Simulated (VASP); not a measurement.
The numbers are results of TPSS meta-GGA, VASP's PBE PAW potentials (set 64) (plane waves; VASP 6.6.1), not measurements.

VASP input:

**POSCAR**
```
TiAl
1
    2.8369133430     0.0000000000     0.0000000000
    0.0000000000     2.8369133430     0.0000000000
    0.0000000000     0.0000000000     4.0784467552
Ti Al
1 1
Direct
  0.0000000000   0.0000000000   0.0000000000
  0.5000000000   0.5000000000   0.5000000000
```

**INCAR**
```
ENCUT  =  520
LCHARG  =  .False.
ISIF  =  4   # ions and shape, fixed volume
LMAXMIX  =  4
LWAVE  =  .False.
LREAL  =  .False.
IBRION  =  2   # conjugate gradients
PREC  =  Accurate
LASPH  =  .True.   # aspherical one-centre terms
SYSTEM  =  TiAl
ISMEAR  =  1   # Methfessel-Paxton
SIGMA  =  0.1
ALGO  =  Normal
NSW  =  30
EDIFFG  =  -0.01   # ionic stop
METAGGA  =  TPSS
EDIFF  =  1E-7
LMIXTAU  =  .True.
NELM  =  100   # most electronic steps
```

**KPOINTS**
```
Regular mesh
0
Gamma
 13 13 9
0 0 0
```

POTCAR, in this order: Ti_sv Al (PBE.64 set). Program: vasp_std.

What VASP printed:

**OSZICAR**
```
       N       E                     dE             d eps       ncg     rms          rms(c)
DAV:   1     0.134524942679E+03    0.13452E+03   -0.11099E+04  3627   0.242E+03
DAV:   2    -0.998769044346E+01   -0.14451E+03   -0.13964E+03  3542   0.553E+02
DAV:   3    -0.282992247600E+02   -0.18312E+02   -0.17498E+02  6015   0.199E+02
DAV:   4    -0.300911284276E+02   -0.17919E+01   -0.17411E+01  5150   0.626E+01
DAV:   5    -0.303826756763E+02   -0.29155E+00   -0.28687E+00  6030   0.161E+01    0.865E+00
DAV:   6    -0.254005161433E+02    0.49822E+01   -0.12476E+02  5236   0.777E+02    0.111E+01
DAV:   7    -0.242244353557E+02    0.11761E+01   -0.14057E+01  3474   0.500E+01    0.768E+00
DAV:   8    -0.240479618201E+02    0.17647E+00   -0.40633E+00  3339   0.183E+01    0.549E+00
DAV:   9    -0.238199441043E+02    0.22802E+00   -0.65896E+00  4011   0.278E+01    0.318E+00
DAV:  10    -0.236827617099E+02    0.13718E+00   -0.89063E-01  3559   0.935E+00    0.156E+00
DAV:  11    -0.229386715116E+02    0.74409E+00   -0.15484E+00  4356   0.139E+01    0.216E+00
DAV:  12    -0.236540473243E+02   -0.71538E+00   -0.11281E+00  4031   0.130E+01    0.605E-01
DAV:  13    -0.236439040442E+02    0.10143E-01   -0.39813E-02  3508   0.191E+00    0.240E-01
DAV:  14    -0.236439598947E+02   -0.55851E-04   -0.96924E-03  3925   0.706E-01    0.169E-01
DAV:  15    -0.236430198403E+02    0.94005E-03   -0.57529E-03  3725   0.630E-01    0.199E-01
DAV:  16    -0.236433692334E+02   -0.34939E-03   -0.30850E-03  3733   0.709E-01    0.656E-02
DAV:  17    -0.236433300251E+02    0.39208E-04   -0.61323E-04  4556   0.266E-01    0.210E-02
DAV:  18    -0.236433756297E+02   -0.45605E-04   -0.65580E-05  3257   0.980E-02    0.232E-02
DAV:  19    -0.236433761579E+02   -0.52818E-06   -0.16202E-04  4170   0.116E-01    0.398E-03
DAV:  20    -0.236433780365E+02   -0.18786E-05   -0.67287E-06  3656   0.251E-02    0.255E-03
DAV:  21    -0.236433781179E+02   -0.81419E-07   -0.25625E-07  3518   0.616E-03
   1 F= -.23643378E+02 E0= -.23643321E+02  d E =-.236434E+02
```

File OUTCAR:
```
------------------------ aborting loop because EDIFF is reached ----------------------------------------
  FORCE on cell =-STRESS in cart. coord.  units (eV):
  Direction    XX          YY          ZZ          XY          YZ          ZX
  --------------------------------------------------------------------------------------
  Total       -0.6828588     -0.6828588     -0.6839252      0.0000000      0.0000000      0.0000000
  in kB      -33.3314774    -33.3314774    -33.3835278      0.0000000      0.0000000      0.0000000
  external PRESSURE =     -33.3488275 kB  Pullay stress =       0.0000000 kB
  volume of cell :       32.82
      direct lattice vectors                 reciprocal lattice vectors
     2.836913343  0.000000000  0.000000000     0.352495786  0.000000000  0.000000000
     0.000000000  2.836913343  0.000000000     0.000000000  0.352495786  0.000000000
     0.000000000  0.000000000  4.078446755     0.000000000  0.000000000  0.245191383
 POSITION                                       TOTAL-FORCE (eV/Angst)
 -----------------------------------------------------------------------------------
      0.00000      0.00000      0.00000         0.000000      0.000000      0.000000
      1.41846      1.41846      2.03922         0.000000      0.000000      0.000000
 -----------------------------------------------------------------------------------
    total drift:                               -0.000000      0.000000      0.000000
  FREE ENERGIE OF THE ION-ELECTRON SYSTEM (eV)
  ---------------------------------------------------
  free  energy   TOTEN  =       -23.6433781179 eV

  energy  without entropy=      -23.6432069195  energy(sigma->0) =      -23.64332105

 reached required accuracy - stopping structural energy minimisation
```
(Selected blocks of OUTCAR.)

The compound is TiAl in the L1_0 structure. This cell is one point of a volume scan, at 1.03 of the reference volume. The electron count is odd and the run is not spin-polarised, which forces a metal.
